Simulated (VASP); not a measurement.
# In11NiP12 (a cell with a defect) in VASP: notebook, part 2 of 2

VASP 6.6.1.

### 4 Single point, PBEsol+U, collinear spin, ferromagnetic start

Contents of INCAR:

```
  ALGO = Normal
  EDIFF = 1E-5
  ENCUT = 350
  GGA = PS
  ISIF = 2
  ISMEAR = 0
  ISPIN = 2
  KPAR = 2
  LASPH = True
  LCHARG = False
  LDAU = True
  LDAUJ = 0 0 0
  LDAUL = 2 -1 -1
  LDAUPRINT = 1
  LDAUTYPE = 2
  LDAUU = 5 0 0
  LMAXMIX = 4
  LORBIT = 11
  LREAL = Auto
  LWAVE = False
  MAGMOM = 1 0 0 0 0 0 0 0 0 0 0 0 0 0 0 0 0 0 0 0 0 0 0 0
  NBANDS = 128
  NELM = 120
  NUPDOWN = 1
  PREC = Accurate
  SIGMA = 0.03
```

Contents of KPOINTS:

```
k-points
0
Gamma
  2 2 2
```

Contents of POSCAR:

```
In11NiP12
1.0
    0.0000000000      8.8030500000      8.8030500000
    5.8687000000      0.0000000000      5.8687000000
    5.8687000000      5.8687000000      0.0000000000
Ni In P
1 11 12
Direct
    0.0000000000      0.0000000000      0.0000000000
    0.0000000000      0.0000000000      0.5000000000
    0.0000000000      0.5000000000      0.0000000000
    0.0000000000      0.5000000000      0.5000000000
    0.3333330000      0.0000000000      0.0000000000
    0.3333330000      0.0000000000      0.5000000000
    0.3333330000      0.5000000000      0.0000000000
    0.3333330000      0.5000000000      0.5000000000
    0.6666670000      0.0000000000      0.0000000000
    0.6666670000      0.0000000000      0.5000000000
    0.6666670000      0.5000000000      0.0000000000
    0.6666670000      0.5000000000      0.5000000000
    0.0833333333      0.1250000000      0.1250000000
    0.0833333333      0.1250000000      0.6250000000
    0.0833333333      0.6250000000      0.1250000000
    0.0833333333      0.6250000000      0.6250000000
    0.4166663333      0.1250000000      0.1250000000
    0.4166663333      0.1250000000      0.6250000000
    0.4166663333      0.6250000000      0.1250000000
    0.4166663333      0.6250000000      0.6250000000
    0.7500003333      0.1250000000      0.1250000000
    0.7500003333      0.1250000000      0.6250000000
    0.7500003333      0.6250000000      0.1250000000
    0.7500003333      0.6250000000      0.6250000000
```

Run with:

```
cat potpaw_PBE.64/Ni/POTCAR potpaw_PBE.64/In_d/POTCAR potpaw_PBE.64/P/POTCAR > POTCAR
mpirun -np 4 vasp_std > vasp.out
```

It took 6.8 min on 4 MPI ranks of Intel Xeon Platinum 8488C (Sapphire Rapids), shared host; peak memory 0.54 GiB.

It converged, with:

* Free energy: -107.3407 eV
* Pressure: -1.3 GPa
* Largest force: 1.258 eV/Å
* Net moment: 1.00 μB per cell
* Site moments: Ni +1.08; In -0.00, +0.00; P +0.01, -0.00, -0.01, -0.02 μB
* Valence electrons inside the program's atomic spheres: Ni 8.97; In 11.49, 11.50; P 2.46, 2.50, 2.51, 2.48

Forces on the atoms (eV/Å):
```
Ni  -0.017  0.009  0.009
In   0.044 -0.039 -0.014
In   0.044 -0.014 -0.039
In  -0.010 -0.041 -0.041
In   0.088 -0.107 -0.107
In   0.105 -0.106 -0.082
In   0.105 -0.082 -0.106
In  -0.014 -0.010 -0.010
In   0.172  0.110  0.110
In  -0.124 -0.183  0.125
In  -0.124  0.125 -0.183
In  -0.009  0.006  0.006
P   -0.740 -0.670 -0.670
P    0.652  0.739 -0.623
P    0.652 -0.623  0.739
P    0.000  0.007  0.007
P   -0.106  0.027  0.027
P    0.044  0.047 -0.027
P    0.044 -0.027  0.047
P   -0.035  0.021  0.021
P   -0.704  0.737  0.737
P   -0.032  0.035  0.009
P   -0.032  0.009  0.035
P   -0.002  0.030  0.030
```

Stress tensor (GPa, compression positive):
```
-1.31 -0.01 -0.01
-0.01 -1.31 -0.07
-0.01 -0.07 -1.31
```

Eigenvalues of the final occupation matrices:
```
    site  spin  trace               eigenvalues
site 1 d     1   4.71  0.92 0.93 0.95 0.95 0.96
site 1 d     2   3.65  0.09 0.81 0.86 0.95 0.95
```

Caveat: the k mesh is coarse (spacing up to 0.46 Å⁻¹), so the values aren't converged; the PAW data sets were made with another functional, which shifts forces and pressure a little; the total moment is fixed, so each spin has its own Fermi level; the U is typed as a test and isn't derived for this compound.

### 5 Relaxation of the atoms, PBEsol+U, collinear spin, ferromagnetic start

Contents of INCAR:

```
SYSTEM = In11NiP12
  ALGO = Normal
  EDIFF = 1E-5
  EDIFFG = -0.03
  ENCUT = 350
  GGA = PS
  IBRION = 2
  ISIF = 2
  ISMEAR = 0
  ISPIN = 2
  KPAR = 2
  LASPH = .TRUE.
  LCHARG = .FALSE.
  LDAU = .TRUE.
  LDAUJ = 0 0 0
  LDAUL = 2 -1 -1
  LDAUPRINT = 1
  LDAUTYPE = 2
  LDAUU = 5 0 0
  LMAXMIX = 4
  LORBIT = 11
  LREAL = Auto
  LWAVE = .FALSE.
  MAGMOM = 3 0 0 0 0 0 0 0 0 0 0 0 0 0 0 0 0 0 0 0 0 0 0 0
  NELM = 120
  NSW = 40
  PREC = Accurate
  SIGMA = 0.03
```

Contents of KPOINTS:

```
k-points
0
G
  2 2 2
  0 0 0
```

POSCAR is that of step 4.

Run with:

```
cat potpaw_PBE.64/Ni/POTCAR potpaw_PBE.64/In_d/POTCAR potpaw_PBE.64/P/POTCAR > POTCAR
mpirun -np 4 vasp_std > vasp.out
```

It took 30 min on 4 MPI ranks of Intel Xeon Platinum 8488C (Sapphire Rapids), shared host; peak memory 0.56 GiB.

The run converged. Its results:

| Item | Value |
| --- | --- |
| Free energy | -108.0962 eV |
| Energy gained by relaxing | 29.1 meV/atom |
| Ionic steps | 13 |
| Pressure after relaxing | -2.2 GPa |
| Largest force after relaxing | 0.028 eV/Å |
| Band gap on the k mesh | none (metal or under the smearing width) |
| Net moment | 1.50 μB per cell |
| Site moments | Ni +1.02; In +0.01, -0.00, +0.00; P +0.05, -0.01, +0.02, -0.00, +0.03 μB |
| Valence electrons inside the program's atomic spheres | Ni 9.32; In 11.45, 11.46, 11.47, 11.49; P 2.45, 2.50, 2.48, 2.47 |

Forces on the atoms (eV/Å):
```
Ni   0.010 -0.005 -0.005
In   0.011 -0.015  0.007
In   0.011  0.007 -0.015
In  -0.006 -0.009 -0.009
In  -0.026  0.007  0.007
In   0.001  0.015 -0.003
In   0.001 -0.003  0.015
In  -0.009  0.012  0.012
In   0.009  0.009  0.009
In  -0.008 -0.011  0.009
In  -0.008  0.009 -0.011
In   0.012 -0.011 -0.011
P   -0.007  0.003  0.003
P    0.003  0.012 -0.011
P    0.003 -0.011  0.012
P   -0.012  0.016  0.016
P    0.021 -0.005 -0.005
P   -0.017  0.004  0.011
P   -0.017  0.011  0.004
P    0.012 -0.007 -0.007
P   -0.008  0.000  0.000
P    0.010 -0.010 -0.010
P    0.010 -0.010 -0.010
P    0.006 -0.008 -0.008
```

Stress tensor (GPa, compression positive):
```
-2.19  0.06  0.06
 0.06 -2.15 -0.02
 0.06 -0.02 -2.15
```

Step by step:
```csv
step,energy change (eV),largest force (eV/Å),pressure (GPa)
1,0.0000,1.1876,-1.29
2,-0.2580,0.9820,-1.53
3,-0.6217,0.3054,-2.10
4,-0.6235,0.3172,-2.12
5,-0.6721,0.1613,-2.20
6,-0.6784,0.1403,-2.24
7,-0.6909,0.0892,-2.25
8,-0.6926,0.0737,-2.25
9,-0.6962,0.0464,-2.25
10,-0.6970,0.0523,-2.26
11,-0.6966,0.1059,-2.26
12,-0.6972,0.0671,-2.24
13,-0.6991,0.0277,-2.17
```

Final structure:
```
Ni In P
1.0
     0.00000    8.80305    8.80305
     5.86870    0.00000    5.86870
     5.86870    5.86870    0.00000
Ni In P
1 11 12
Direct
  0.00743 0.99628 0.99628
  0.00055 0.00230 0.49844
  0.00055 0.49844 0.00230
  0.00067 0.49827 0.49827
  0.32825 0.00114 0.00114
  0.32486 0.00330 0.50689
  0.32486 0.50689 0.00330
  0.33387 0.49948 0.49948
  0.66782 0.00437 0.00437
  0.67132 0.00227 0.48779
  0.67132 0.48779 0.00227
  0.66669 0.50027 0.50027
  0.07484 0.11498 0.11498
  0.07302 0.11578 0.65914
  0.07302 0.65914 0.11578
  0.08352 0.62484 0.62484
  0.41244 0.12796 0.12796
  0.41896 0.12350 0.62270
  0.41896 0.62270 0.12350
  0.41574 0.62608 0.62608
  0.78067 0.10918 0.10918
  0.74983 0.12405 0.62600
  0.74983 0.62600 0.12405
  0.75096 0.62499 0.62499
```

Levels at points of the mesh, in eV from the Fermi level:
Spin up:
| k point | band 105 | band 106 | band 107 | band 108 | band 109 | band 110 | band 111 | band 112 |
| --- | --- | --- | --- | --- | --- | --- | --- | --- |
| (0.00, 0.00, 0.00) | -0.31 | 0.34 | 0.43 | 0.43 | 0.85 | 1.57 | 1.58 | 1.81 |
| (0.50, 0.00, 0.00) | -0.08 | -0.08 | 0.26 | 0.26 | 1.54 | 1.66 | 1.85 | 1.91 |
| (0.00, 0.50, 0.00) | -0.34 | -0.32 | -0.07 | -0.01 | 1.87 | 1.95 | 2.57 | 2.59 |
| (0.50, 0.00, 0.50) | -0.73 | -0.53 | -0.44 | -0.15 | 2.54 | 2.67 | 2.69 | 2.70 |
| (0.00, 0.50, 0.50) | -0.74 | -0.52 | -0.27 | 0.00 | 2.26 | 2.30 | 2.63 | 2.65 |
| (0.50, 0.50, 0.50) | -0.56 | -0.49 | -0.19 | -0.16 | 2.36 | 2.41 | 2.62 | 2.68 |
Spin down:
| k point | band 104 | band 105 | band 106 | band 107 | band 108 | band 109 |
| --- | --- | --- | --- | --- | --- | --- |
| (0.00, 0.00, 0.00) | -0.19 | -0.16 | 0.72 | 0.72 | 0.87 | 1.39 |
| (0.50, 0.00, 0.00) | -0.06 | -0.06 | 0.61 | 0.61 | 0.82 | 1.60 |
| (0.00, 0.50, 0.00) | -0.40 | -0.32 | -0.30 | 0.31 | 1.37 | 1.91 |
| (0.50, 0.00, 0.50) | -0.77 | -0.70 | -0.40 | 0.22 | 1.14 | 2.61 |
| (0.00, 0.50, 0.50) | -0.70 | -0.47 | -0.25 | 0.31 | 1.18 | 2.29 |
| (0.50, 0.50, 0.50) | -0.65 | -0.54 | -0.47 | 0.21 | 1.24 | 2.41 |

Eigenvalues of the final occupation matrices:
```tsv
site	spin	trace	eigenvalues
site 1 d	1	4.70	0.92 0.93 0.94 0.94 0.96
site 1 d	2	3.73	0.27 0.79 0.79 0.94 0.94
```

Caveat: the k mesh is coarse (spacing up to 0.46 Å⁻¹), so the values aren't converged; the PAW data sets were made with another functional, which shifts forces and pressure a little; the U is typed as a test and isn't derived for this compound.

### 6 Summary

| task | fixed moment (μB) | cell | gap on the mesh (eV) | pressure (GPa) | moment (μB) | largest force (eV/Å) |
| --- | --- | --- | --- | --- | --- | --- |
| single point | - | as given | none | -1.3 | 1.75 | 1.19 |
| single point | 3 | as given | - | -1.2 | 3.00 | 1.20 |
| single point | 1 | as given | - | -1.3 | 1.00 | 1.26 |
| relaxation of the atoms | - | atoms relaxed | none | -2.2 | 1.50 | 0.03 |

Alike in all rows: level PBEsol+U; potentials or basis VASP PAW PBE potentials, release 64 (Ni, In_d, P); spin collinear, ferromagnetic start; Ni d U = 5 eV; k mesh 2 × 2 × 2; cutoff (eV) 350; smearing gaussian 0.03 eV; the mesh is coarse, so values aren't converged.

Caveats: all runs use coarse meshes; the PAW data sets were made with another functional, which shifts forces and pressure a little; the U is typed as a test and isn't derived for this compound; the total moment is fixed, so each spin has its own Fermi level (some runs).

Absolute energies hang on the potentials; compare differences alone.
